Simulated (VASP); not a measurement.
# GW on KCl (Sylvite): a test of the settings, part 2 of 2

How far does the GW correction to the gap of KCl (Sylvite) depend on the settings? The starting structure is a measured crystal structure from the Crystallography Open Database. Cell and atoms stay as given.

VASP 6.6.1.

Results so far: G0W0 (response cutoff 100 eV, 3×3×3 mesh) 7.72 eV; G0W0 (response cutoff 160 eV, 3×3×3 mesh) 7.89 eV; G0W0 (response cutoff 240 eV, 3×3×3 mesh) 7.98 eV.

## (5) GW0 with iterated eigenvalues (response cutoff 160 eV, 3×3×3 mesh)

Level of this step: evGW0 on LDA; plane waves and PAW (K_sv_GW, Cl_GW) (VASP).

It reads the orbitals and their derivatives (WAVECAR and WAVEDER) of a run with the empty bands, which follows a ground-state run; neither is shown.

INCAR

```
SYSTEM = KCl
PREC = Accurate
ENCUT = 300
ISMEAR = 0
SIGMA = 0.01
LREAL = .FALSE.
GGA = CA
NBANDS = 288
ALGO = EVGW0
NELMGW = 4
ENCUTGW = 160
NOMEGA = 40
PRECFOCK = Fast
NBANDSGW = 16
LWAVE = .FALSE.
LCHARG = .FALSE.
```

POSCAR

```
KCl
1.0
    0.0000000000      3.1394000000      3.1394000000
    3.1394000000      0.0000000000      3.1394000000
    3.1394000000      3.1394000000      0.0000000000
K Cl
1 1
Direct
    0.0000000000      0.0000000000      0.0000000000
    0.5000000000      0.5000000000      0.5000000000
```

KPOINTS

```
Automatic mesh
0
Gamma
3 3 3
0 0 0
```

PAW data sets: K_sv_GW and Cl_GW (LDA family, release 64).

On the command line:

```sh
mpirun -np 4 vasp_std
```

Log:

```text
[banner, memory and clock lines left out]
running    4 mpi-ranks, on    1 nodes
[...]
[... a notice as in an earlier step ...]

 LDA part: xc-table for (Slater(with rela. corr.)+CA(PZ))
 , standard interpolation
 found WAVECAR, reading the header
 POSCAR, INCAR and KPOINTS ok, starting setup
[...]
reading WAVECAR
 the WAVECAR file was read successfully
 initial charge from wavefunction
 available memory per node:     59.85 GB, setting MAXMEM to     61288

 The Fermi energy was updated, please check that it is located mid-gap
 values below the HOMO (VB) or above the LUMO (CB) will cause erroneous energies
 E-fermi :   1.5126

 calculate exact exchange contribution
 the WAVEDER file was read successfully
energies w=
    0.000    0.000    1.133    0.000    2.258    0.000    3.372    0.000
    4.467    0.000    5.541    0.000    6.593    0.000    7.620    0.000
    8.625    0.000    9.610    0.000   10.578    0.000   11.531    0.000
[...]
calculate QP shifts <psi_nk| G(iteration)W_0 |psi_nk>: iteration 3
 allocating  10 responsefunctions rank=   292
 shmem allocating  40 responsefunctions rank=   292
 response function shared by NCSHMEM nodes    1
 Doing           10  frequencies on each core in blocks of           40
NQ=   1    0.0000    0.0000    0.0000,
|.........|.........|.........|.........|.........|.........|.........|.........
 performed        157000 updates of chi_q(r,r)
 total number of BLAS operations        101.12 Gflops
NQ=   2    0.3333    0.0000    0.0000,
|.........|.........|.........|.........|.........|.........|.........|.........
 performed        489000 updates of chi_q(r,r)
 total number of BLAS operations        320.50 Gflops
NQ=   3    0.3333    0.3333    0.0000,
|.........|.........|.........|.........|.........|.........|.........|.........
 performed        785000 updates of chi_q(r,r)
 total number of BLAS operations        519.70 Gflops
NQ=   4   -0.3333    0.3333    0.0000,
|.........|.........|.........|.........|.........|.........|.........|.........
 performed       1136000 updates of chi_q(r,r)
 total number of BLAS operations        746.41 Gflops
 resolving degeneracies of screened two electron integrals

 calculate QP shifts <psi_nk| G(iteration)W_0 |psi_nk>: iteration 4
 entering main loop
```

Run time: 2.4 min. Hardware: 4 MPI ranks of AMD EPYC 7R13 (Zen 3), shared host; peak memory 0.82 GiB; 9.6 min of CPU time.

From OUTCAR (step 5):

```text
 QP shifts <psi_nk| G(iteration)W_0 |psi_nk>: iteration 2
 k-point   1 :       0.0000    0.0000    0.0000
  band No. old QP-enery  QP-energies   sigma(KS)   T+V_ion+V_H  V^pw_x(r,r')   Z            occupation Imag(sigma)
    ...
      5     -14.5032     -14.9936     -21.4903       6.3788     -24.5815       0.8062       2.0000       0.1714
      6      -2.8209      -3.1435     -16.5975      13.3641     -18.5886       0.7820       2.0000       0.1418
      7      -2.8209      -3.1435     -16.5975      13.3641     -18.5886       0.7820       2.0000       0.1418
      8      -2.8209      -3.1435     -16.5975      13.3641     -18.5886       0.7820       2.0000       0.1418
      9       5.0658       5.2120      -6.2818      11.5192      -3.2457       0.8524       0.0000      -0.1011
     10       9.0901       9.3013      -7.0892      16.4301      -3.8137       0.8421       0.0000      -0.1211
     11       9.0901       9.3013      -7.0892      16.4301      -3.8137       0.8421       0.0000      -0.1211
     12       9.0901       9.3013      -7.0892      16.4301      -3.8137       0.8421       0.0000      -0.1211
    ...

 QP shifts <psi_nk| G(iteration)W_0 |psi_nk>: iteration 3
 k-point   1 :       0.0000    0.0000    0.0000
  band No. old QP-enery  QP-energies   sigma(KS)   T+V_ion+V_H  V^pw_x(r,r')   Z            occupation Imag(sigma)
    ...
      5     -14.9936     -15.0843     -21.4847       6.3788     -24.5815       0.8075       2.0000       0.1715
      6      -3.1435      -3.1998     -16.5797      13.3641     -18.5886       0.7801       2.0000       0.1384
      7      -3.1435      -3.1998     -16.5797      13.3641     -18.5886       0.7801       2.0000       0.1384
      8      -3.1435      -3.1998     -16.5797      13.3641     -18.5886       0.7801       2.0000       0.1384
      9       5.2120       5.2284      -6.2879      11.5192      -3.2457       0.8516       0.0000      -0.1016
     10       9.3013       9.3235      -7.1024      16.4301      -3.8137       0.8409       0.0000      -0.1216
     11       9.3013       9.3235      -7.1024      16.4301      -3.8137       0.8409       0.0000      -0.1216
     12       9.3013       9.3235      -7.1024      16.4301      -3.8137       0.8409       0.0000      -0.1216
    ...

 QP shifts <psi_nk| G(iteration)W_0 |psi_nk>: iteration 4
 k-point   1 :       0.0000    0.0000    0.0000
  band No. old QP-enery  QP-energies   sigma(KS)   T+V_ion+V_H  V^pw_x(r,r')   Z            occupation Imag(sigma)
    ...
      5     -15.0843     -15.1015     -21.4844       6.3788     -24.5815       0.8064       2.0000       0.1716
      6      -3.1998      -3.2104     -16.5774      13.3641     -18.5886       0.7811       2.0000       0.1377
      7      -3.1998      -3.2104     -16.5774      13.3641     -18.5886       0.7811       2.0000       0.1377
      8      -3.1998      -3.2104     -16.5774      13.3641     -18.5886       0.7811       2.0000       0.1377
      9       5.2284       5.2298      -6.2891      11.5192      -3.2457       0.8516       0.0000      -0.1014
     10       9.3235       9.3255      -7.1042      16.4301      -3.8137       0.8405       0.0000      -0.1216
     11       9.3235       9.3255      -7.1042      16.4301      -3.8137       0.8405       0.0000      -0.1216
     12       9.3235       9.3255      -7.1042      16.4301      -3.8137       0.8405       0.0000      -0.1216
    ...

[... 3 parts as in an earlier step ...]

[... 1 further part left out ...]
[key lines of the parts left out:]
E-fermi :   1.5126
```

GW0 with iterated eigenvalues (response cutoff 160 eV, 3×3×3 mesh): the quasiparticle gap on this mesh is 8.440 eV, +3.671 eV from the LDA gap on the same points, with 288 bands.

## (6) G0W0 (response cutoff 100 eV, 4×4×4 mesh)

It reads the orbitals and their derivatives (WAVECAR and WAVEDER) of a run with the empty bands, which follows a ground-state run; neither is shown.

Edit INCAR of step 5 so:

```diff
@@ -7,6 +7,6 @@
 GGA = CA
-NBANDS = 288
+NBANDS = 144
 ALGO = EVGW0
-NELMGW = 4
-ENCUTGW = 160
+NELMGW = 1
+ENCUTGW = 100
 NOMEGA = 40
```

POSCAR is that of step 5.

KPOINTS

```
Automatic mesh
0
Gamma
4 4 4
0 0 0
```

On the command line:

```sh
mpirun -np 4 vasp_std
```

Log:

```text
[banner, memory and clock lines left out]
running    4 mpi-ranks, on    1 nodes
[...]
[... a notice as in an earlier step ...]

 LDA part: xc-table for (Slater(with rela. corr.)+CA(PZ))
 , standard interpolation
 found WAVECAR, reading the header
 POSCAR, INCAR and KPOINTS ok, starting setup
[...]
reading WAVECAR
 the WAVECAR file was read successfully
 initial charge from wavefunction
 available memory per node:     61.93 GB, setting MAXMEM to     63416

 The Fermi energy was updated, please check that it is located mid-gap
 values below the HOMO (VB) or above the LUMO (CB) will cause erroneous energies
 E-fermi :   1.5093

 calculate exact exchange contribution
 the WAVEDER file was read successfully
energies w=
    0.000    0.000    1.129    0.000    2.251    0.000    3.361    0.000
    4.453    0.000    5.524    0.000    6.573    0.000    7.598    0.000
    8.600    0.000    9.582    0.000   10.547    0.000   11.498    0.000
[...]
total number of BLAS operations        127.48 Gflops
NQ=   4    0.2500    0.2500    0.0000,
|.........|.........|.........|.........|.........|.........|.........|.........
 performed       1086000 updates of chi_q(r,r)
 total number of BLAS operations        171.31 Gflops
NQ=   5    0.5000    0.2500    0.0000,
|.........|.........|.........|.........|.........|.........|.........|.........
 performed       1501000 updates of chi_q(r,r)
 total number of BLAS operations        239.33 Gflops
NQ=   6   -0.2500    0.2500    0.0000,
|.........|.........|.........|.........|.........|.........|.........|.........
 performed       1870000 updates of chi_q(r,r)
 total number of BLAS operations        295.65 Gflops
NQ=   7    0.5000    0.5000    0.0000,
|.........|.........|.........|.........|.........|.........|.........|.........
 performed       2110000 updates of chi_q(r,r)
 total number of BLAS operations        338.96 Gflops
NQ=   8   -0.2500    0.5000    0.2500,
|.........|.........|.........|.........|.........|.........|.........|.........
 performed       2424000 updates of chi_q(r,r)
 total number of BLAS operations        391.11 Gflops
 resolving degeneracies of screened two electron integrals

 calculate QP shifts <psi_nk| G(iteration)W_0 |psi_nk>: iteration 1
 entering main loop
```

Wall time 50 s (4 MPI ranks); peak memory 0.6 GiB.

Parts of OUTCAR (step 6):

```text
 QP shifts <psi_nk| G(iteration)W_0 |psi_nk>: iteration 1
 for sc-GW calculations column KS-energies equals QP-energies in previous step
 and V_xc(KS)=  KS-energies - (<T + V_ion + V_H > + <T+V_H+V_ion>^1  + <V_x>^1)
 k-point   1 :       0.0000    0.0000    0.0000
  band No.  KS-energies  QP-energies   sigma(KS)   V_xc(KS)     V^pw_x(r,r')   Z            occupation Imag(sigma)
    ...
      5     -11.3869     -14.3309     -21.4011     -17.7669     -24.5704       0.8101       2.0000       0.1625
      6      -0.8773      -2.5950     -16.4090     -14.2368     -18.5394       0.7907       2.0000       0.1344
      7      -0.8773      -2.5950     -16.4090     -14.2368     -18.5394       0.7907       2.0000       0.1344
      8      -0.8773      -2.5950     -16.4090     -14.2368     -18.5394       0.7907       2.0000       0.1344
      9       3.8959       5.1176      -6.1969      -7.6231      -3.3049       0.8566       0.0000      -0.0986
     10       7.1997       9.1760      -6.8940      -9.2301      -3.8305       0.8460       0.0000      -0.1117
     11       7.1997       9.1760      -6.8940      -9.2301      -3.8305       0.8460       0.0000      -0.1117
     12       7.1997       9.1760      -6.8940      -9.2301      -3.8305       0.8460       0.0000      -0.1117
    ...

[... 1 part as in an earlier step ...]

[... 2 further parts left out ...]
[key lines of the parts left out:]
E-fermi :   1.5093
```

G0W0 (response cutoff 100 eV, 4×4×4 mesh): the quasiparticle gap on this mesh is 7.713 eV, +2.939 eV from the LDA gap on the same points, with 144 bands.

## (7) The runs compared

```tsv
run	LDA gap on the mesh (eV)	GW gap (eV)	correction (eV)	bands
G0W0 (response cutoff 100 eV, 3×3×3 mesh)	4.77	7.716	2.946	144
G0W0 (response cutoff 160 eV, 3×3×3 mesh)	4.77	7.887	3.117	288
G0W0 (response cutoff 240 eV, 3×3×3 mesh)	4.77	7.982	3.212	524
GW0 with iterated eigenvalues (response cutoff 160 eV, 3×3×3 mesh)	4.77	8.44	3.671	288
G0W0 (response cutoff 100 eV, 4×4×4 mesh)	4.773	7.713	2.939	144
```

## (8) Results

| Item | Value |
| --- | --- |
| gap, G0W0 (response cutoff 100 eV, 3×3×3 mesh) | 7.716 eV |
| gap, G0W0 (response cutoff 160 eV, 3×3×3 mesh) | 7.887 eV |
| gap, G0W0 (response cutoff 240 eV, 3×3×3 mesh) | 7.982 eV |
| gap, GW0 with iterated eigenvalues (response cutoff 160 eV, 3×3×3 mesh) | 8.440 eV |
| gap, G0W0 (response cutoff 100 eV, 4×4×4 mesh) | 7.713 eV |

**Reading.** The correction to the LDA gap of KCl (Sylvite) is +2.946 eV at a response cutoff of 100 eV, +3.117 eV at a response cutoff of 160 eV, +3.212 eV at a response cutoff of 240 eV. The number of bands rises with the cutoff. On a 4×4×4 mesh in place of 3×3×3 the correction is +2.939 eV against +2.946 eV. Iterating the eigenvalues in G raises the gap by +0.554 eV. From a response cutoff of 160 to 240 eV the correction still moves by +0.095 eV, so cutoff and bands aren't shown to be converged. The LDA gap along the bands, from another run on this structure, is 4.768 eV. On the 3×3×3 mesh it is 4.770 eV, so this mesh comes close to the edges. On the 4×4×4 mesh it is 4.773 eV, so this mesh comes close to the edges. Further runs on this material are not shown.

[Lines on the potential files, build, host, timing and source positions are cut from VASP's logs without a mark.]

[Logs are printed without paths, hosts, clocks, repeated set-up lines and the standing remarks that a program may print on its own settings, such as how far it seeks lower states.]

[Hosts, paths, dates, database ids (printed as entryN), source tags and the programs' standing remarks are cut or masked in the printed files.]
